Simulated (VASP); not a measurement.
A convergence study with VASP on As (space group R-3m): a few settings are varied, all else stays as given below, so the limit is that of these other settings.

```
As
1.0
    3.69877    -1.88940     0.00000
    3.69877     1.88940     0.00000
    2.73362     0.00000     3.12698
As
2
Direct
  0.23172   0.23172   0.23172
  0.77300   0.77300   0.77300
```

These are PBE GGA, VASP's PBE PAW potentials (set 64) (plane waves; VASP 6.6.1) values and carry that method's errors. The last row used: 300 eV cut-off, 11×11×11 Γ-centred mesh, Fermi-Dirac smearing of 0.10 eV, potentials As.

```
setting        E (eV/atom)  pressure (GPa)  largest force (eV/Å)  irreducible k-points
-------------  -----------  --------------  --------------------  --------------------
EDIFF = 1E-01      -4.6685            2.01                 0.215                   146
EDIFF = 1E-02      -4.6685            2.01                 0.215                   146
EDIFF = 1E-03      -4.6669            1.09                 0.208                   146
EDIFF = 1E-04      -4.6669            1.11                 0.207                   146
EDIFF = 1E-05      -4.6669            1.11                 0.205                   146
EDIFF = 1E-06      -4.6669            1.11                 0.205                   146
EDIFF = 1E-07      -4.6669            1.10                 0.205                   146
EDIFF = 1E-08      -4.6669            1.10                 0.205                   146
EDIFF = 1E-10      -4.6669            1.10                 0.205                   146
EDIFF = 1E-12      -4.6669            1.10                 0.205                   146
```

Left out are rungs that failed or repeat a setting and relaxations that didn't move; long series are thinned to 24 rows.

The structure is a typed As crystal (space group no. 166). The cell was not relaxed at this level, forces remain on its atoms.
